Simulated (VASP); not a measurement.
**GaN (relaxed from the wurtzite structure, space group P6_3mc): computed properties**

Level of theory: PBE GGA, VASP's PBE PAW potentials (set 64) (plane waves; VASP).

- space group = P6_3mc (186)
- cell = a = b = 3.220 Å, c = 5.245 Å, α = β = 90.00°, γ = 120.00°
- volume per atom = 11.77 Å³/atom
- band gap (over mesh and band path) = 1.71 eV
- smallest direct gap (over mesh and band path) = 1.71 eV
- band-edge character = direct, Γ to Γ
- density = 5.91 g/cm³

```yaml
crystal:
  lattice:
    - [3.21951, 0.00000, 0.00000]
    - [-1.60975, 2.78818, 0.00000]
    - [0.00000, 0.00000, 5.24547]
  atoms:
    - { symbol: Ga, position: [0.33333, 0.66667, 0.99915] }
    - { symbol: Ga, position: [0.66667, 0.33333, 0.49915] }
    - { symbol: N, position: [0.33333, 0.66667, 0.37585] }
    - { symbol: N, position: [0.66667, 0.33333, 0.87585] }
```

The structure was generated: GaN was put into the wurtzite type (P6_3mc), which need not be its known phase. It was relaxed first, which changed the volume by +6 %. Symmetry was kept, so distortions that lower it aren't found.
